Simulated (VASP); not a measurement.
# Shielding tensors and field gradients of H4BrN

Aim: NMR shielding tensors and field gradients of H4BrN. The cell has space group P-43m. Left out of this account: 1 further run (NMR: a repeat of the first functional). The start is a cell from a database of measured crystal structures.

Program: VASP 6.6.1. Level of theory: LDA; plane waves and PAW (Br, N, H), in the first sound run; inputs show where later runs differ. Results are calculated unless marked as measured.

## Step 1: The structure

It takes space group P-43m (No. 215, cubic). Conventional cell: a = 4.000 Å, b = 4.000 Å, c = 4.000 Å, α = 90.00°, β = 90.00°, γ = 90.00°. Br has 4 H at 2.44 Å nearest. Nearest to N lie 4 H at 1.03 Å. Nearest to H lie 1 N at 1.03 Å. Farther neighbours and most contacts between anions are not listed.

Structure file:

```xyz
6
Lattice="4.0000 0.0000 0.0000 0.0000 4.0000 0.0000 0.0000 0.0000 4.0000" Properties=species:S:1:pos:R:3 pbc="T T T"
Br    2.0000    2.0000    2.0000
N     0.0000    0.0000    0.0000
H     0.5920    0.5920    0.5920
H     0.5920    3.4080    3.4080
H     3.4080    3.4080    0.5920
H     3.4080    0.5920    3.4080
```

## Step 2: Ground state

The next steps need an insulator, so the gap is checked first.

The input, INCAR:

```
SYSTEM = H4BrN
PREC = Accurate
ENCUT = 520
EDIFF = 1E-07
NELM = 100
ISMEAR = 0
SIGMA = 0.01
LREAL = .FALSE.
ALGO = Normal
GGA = CA
NBANDS = 14
LORBIT = 11
LWAVE = .FALSE.
LCHARG = .FALSE.
KPAR = 2
```

The input, POSCAR:

```
H4BrN
1.0
    4.0000000000      0.0000000000      0.0000000000
    0.0000000000      4.0000000000      0.0000000000
    0.0000000000      0.0000000000      4.0000000000
Br N H
1 1 4
Direct
    0.5000000000      0.5000000000      0.5000000000
    0.0000000000      0.0000000000      0.0000000000
    0.1480000000      0.1480000000      0.1480000000
    0.1480000000      0.8520000000      0.8520000000
    0.8520000000      0.8520000000      0.1480000000
    0.8520000000      0.1480000000      0.8520000000
```

The input, KPOINTS:

```
Automatic mesh
0
Gamma
6 6 6
0 0 0
```

The projector-augmented-wave data sets are Br, N and H (PBE family, release 64).

The run is started by

```console
$ mpirun -np 2 vasp_std
```

The program printed:

```text
[banner, memory and clock lines left out]
running    2 mpi-ranks, on    1 nodes
 distrk:  each k-point on    1 cores,    2 groups
 distr:  one band on    1 cores,    1 groups

 POSCAR found type information on POSCAR BrN H
 POSCAR found :  3 types and       6 ions
|                                                                             |
|               ----> ADVICE to this user running VASP <----                  |
|                                                                             |
|     You enforced a specific xc type in the INCAR file but a different       |
|     [... a line on the potential file left out ...]
|     I HOPE YOU KNOW WHAT YOU ARE DOING!                                     |
|                                                                             |

 LDA part: xc-table for (Slater(with rela. corr.)+CA(PZ))
 , standard interpolation
 POSCAR, INCAR and KPOINTS ok, starting setup
 FFT: planning ... GRIDC
 FFT: planning ... GRID_SOFT
 FFT: planning ... GRID
 WAVECAR not read
 entering main loop
       N       E                     dE             d eps       ncg     rms          rms(c)
DAV:   1     0.578668302212E+02    0.57867E+02   -0.67174E+03   560   0.974E+02
DAV:   2    -0.241037909066E+02   -0.81971E+02   -0.76333E+02   760   0.179E+02
DAV:   3    -0.297609506903E+02   -0.56572E+01   -0.56319E+01   716   0.520E+01
DAV:   4    -0.298054146642E+02   -0.44464E-01   -0.44458E-01   638   0.558E+00
DAV:   5    -0.298057544372E+02   -0.33977E-03   -0.33977E-03   710   0.457E-01    0.860E+00
DAV:   6    -0.279830688302E+02    0.18227E+01   -0.37760E+00   686   0.144E+01    0.397E+00
DAV:   7    -0.278763447365E+02    0.10672E+00   -0.34869E-01   608   0.443E+00    0.249E+00
DAV:   8    -0.278469719659E+02    0.29373E-01   -0.50554E-02   698   0.168E+00    0.303E-01
DAV:   9    -0.278453241857E+02    0.16478E-02   -0.59842E-03   734   0.701E-01    0.118E-01
DAV:  10    -0.278454513205E+02   -0.12713E-03   -0.87948E-04   584   0.252E-01    0.596E-02
DAV:  11    -0.278454407921E+02    0.10528E-04   -0.24996E-05   644   0.438E-02    0.388E-02
DAV:  12    -0.278454438086E+02   -0.30165E-05   -0.48015E-05   662   0.457E-02    0.115E-02
DAV:  13    -0.278454422457E+02    0.15629E-05   -0.59370E-06   656   0.188E-02    0.277E-03
DAV:  14    -0.278454423330E+02   -0.87269E-07   -0.30512E-07   596   0.527E-03
   1 F= -.27845442E+02 E0= -.27845442E+02  d E =-.231470E-52
```

Elapsed: 5.4 s, on 2 MPI ranks of Intel Xeon Platinum 8488C (Sapphire Rapids), shared host; peak memory 0.28 GiB; 9.7 s of CPU time.

Lines that name or quote the potential files are left out of all logs, and their timing lines are given in words.

From OUTCAR (step 2):

```text
ion  position               nearest neighbor table
   1  0.500  0.500  0.500-
   2  0.000  0.000  0.000-   3 1.03   4 1.03   5 1.03   6 1.03
   3  0.148  0.148  0.148-   2 1.03
   4  0.148  0.852  0.852-   2 1.03
   5  0.852  0.852  0.148-   2 1.03
   6  0.852  0.148  0.852-   2 1.03

  LATTYP: Found a simple cubic cell.
 ALAT       =     4.0000000000

 Subroutine GETGRP returns: Found 24 space group operations
 (whereof 24 operations were pure point group operations)

The static configuration has the point symmetry T_d .

 Found     20 irreducible k-points:

   k-points           NKPTS =     20   k-points in BZ     NKDIM =     20   number of bands    NBANDS=     14

   dimension x,y,z NGX =    30 NGY =   30 NGZ =   30
   dimension x,y,z NGXF=    60 NGYF=   60 NGZF=   60

   ENCUT  =  520.0 eV  38.22 Ry    6.18 a.u.   7.44  7.44  7.44*2*pi/ulx,y,z

   NELECT =      16.0000    total number of electrons

 k-points in reciprocal lattice and weights: Automatic mesh
   0.00000000  0.00000000  0.00000000       0.005
   0.16666667  0.00000000  0.00000000       0.028
   0.33333333  0.00000000  0.00000000       0.028
   0.50000000  0.00000000  0.00000000       0.014
   0.16666667  0.16666667  0.00000000       0.056
   0.33333333  0.16666667  0.00000000       0.111
   0.50000000  0.16666667  0.00000000       0.056
   0.33333333  0.33333333  0.00000000       0.056
   0.50000000  0.33333333  0.00000000       0.056
[...]
0.50000000  0.50000000  0.33333333       0.028
   0.50000000  0.50000000  0.50000000       0.005

 average (electrostatic) potential at core
       1 -63.7956       2 -70.0704       3 -38.4367       4 -38.4367       5 -38.4367
       6 -38.4367

 E-fermi :  -0.4771

 k-point     1 :       0.0000    0.0000    0.0000
  band No.  band energies     occupation
    ...
      4      -8.0816      2.00000
      5      -8.0816      2.00000
      6      -0.6713      2.00000
      7      -0.6713      2.00000
      8      -0.6713      2.00000
      9       3.3654      0.00000
     10       6.0290      0.00000
     11       6.0290      0.00000
     12       9.1495      0.00000
     13       9.1495      0.00000
    ...

 k-point     2 :       0.1667    0.0000    0.0000
  band No.  band energies     occupation
    ...
      4      -8.0603      2.00000
      5      -8.0603      2.00000
      6      -1.2655      2.00000
      7      -0.7035      2.00000
      8      -0.7035      2.00000
      9       4.0362      0.00000
     10       6.2838      0.00000
     11       6.6674      0.00000
     12       9.0152      0.00000
     13       9.0152      0.00000
    ...

 k-point     3 :       0.3333    0.0000    0.0000
  band No.  band energies     occupation
    ...
      4      -8.0171      2.00000
      5      -8.0171      2.00000
      6      -2.1507      2.00000
      7      -0.7708      2.00000
      8      -0.7708      2.00000
      9       5.2828      0.00000
     10       7.0457      0.00000
     11       7.6336      0.00000
     12       8.8687      0.00000
     13       8.8687      0.00000
    ...

  Total        0.4239989      0.4239989      0.4239989     -0.0000000      0.0000000     -0.0000000
  in kB       10.6143984     10.6143984     10.6143984     -0.0000000      0.0000000     -0.0000000
  external PRESSURE =      10.6143984 kB  Pullay stress =       0.0000000 kB

  energy-cutoff  :      520.00
  volume of cell :       64.00
      direct lattice vectors                 reciprocal lattice vectors
     4.000000000  0.000000000  0.000000000     0.250000000  0.000000000  0.000000000
     0.000000000  4.000000000  0.000000000     0.000000000  0.250000000  0.000000000
     0.000000000  0.000000000  4.000000000     0.000000000  0.000000000  0.250000000

 POSITION                                       TOTAL-FORCE (eV/Angst)
 -----------------------------------------------------------------------------------
      2.00000      2.00000      2.00000        -0.000000      0.000000     -0.000000
      0.00000      0.00000      0.00000        -0.000000      0.000000     -0.000000
      0.59200      0.59200      0.59200         0.544461      0.544461      0.544461
      0.59200      3.40800      3.40800         0.544461     -0.544461     -0.544461
      3.40800      3.40800      0.59200        -0.544461     -0.544461      0.544461
      3.40800      0.59200      3.40800        -0.544461      0.544461     -0.544461
 -----------------------------------------------------------------------------------
    total drift:                               -0.000000     -0.000000      0.000000

  FREE ENERGIE OF THE ION-ELECTRON SYSTEM (eV)
  ---------------------------------------------------
  free  energy   TOTEN  =       -27.8454423330 eV

  energy  without entropy=      -27.8454423330  energy(sigma->0) =      -27.84544233

 total charge
# of ion       s       p       d       tot
------------------------------------------
    1        1.596   3.246   0.004   4.845
    2        1.225   2.867   0.000   4.092
    3        0.598   0.086   0.000   0.685
    4        0.598   0.086   0.000   0.685
    5        0.598   0.086   0.000   0.685
    6        0.598   0.086   0.000   0.685
--------------------------------------------------
tot          5.213   6.459   0.004  11.675

[... 3 further parts left out ...]
```

The gap is read on the k-mesh alone, so it is an upper bound where the band edges lie off the mesh. The PAW data sets were made with PBE, though LDA sets exist; this is a small mismatch.

Numbers from this step:

- free energy (TOTEN): -27.85 eV
- Fermi energy: -0.4771 eV
- pressure: 1.061 GPa
- gap on the k-mesh: 3.948 eV
- least direct gap on the k-mesh: 4.037 eV

The cell has a gap of 3.95 eV on this mesh. Spin-orbit coupling is left out, which can shift or reorder these edges. Forces of up to 0.94 eV/Å remain in these settings, with PBE data sets under LDA.

[end of part 1 of 7]

[Lines on the potential files, build, host, timing and source positions are cut from VASP's logs without a mark.]

[Logs are printed without paths, hosts, clocks, repeated set-up lines and the standing remarks that a program may print on its own settings, such as how far it seeks lower states.]

[Hosts, paths, dates, database ids (printed as entryN), source tags and the programs' standing remarks are cut or masked in the printed files.]
